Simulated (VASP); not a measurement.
Input:

```yaml
crystal:
  lattice:
    - [0.00000, 2.57000, 2.57000]
    - [2.57000, 0.00000, 2.57000]
    - [2.57000, 2.57000, 0.00000]
  atoms:
    - { symbol: Eu, position: [0.00000, 0.00000, 0.00000] }
    - { symbol: O, position: [0.50000, 0.50000, 0.50000] }
```

The numbers are results of PBE GGA, VASP's PBE PAW potentials (set 64) (plane waves; VASP), not measurements. Numerical set-up: 520 eV cut-off, 7×7×7 Γ-centred mesh, Gaussian smearing of 0.050 eV, potentials Eu_2 O.

The 4f electrons are frozen in the core of the lanthanide potential, so 4f levels, which can set the real gap, and their magnetism are missing.

### Question
Predict the energy per atom (σ→0), pressure.

### Answer

```yaml
energy per atom (σ→0): -6.566 eV/atom
pressure: -8.57 GPa
```

Only differences to runs with the same potentials and settings are physical.

The compound is EuO in the rock salt structure. The cell was not relaxed at this level.
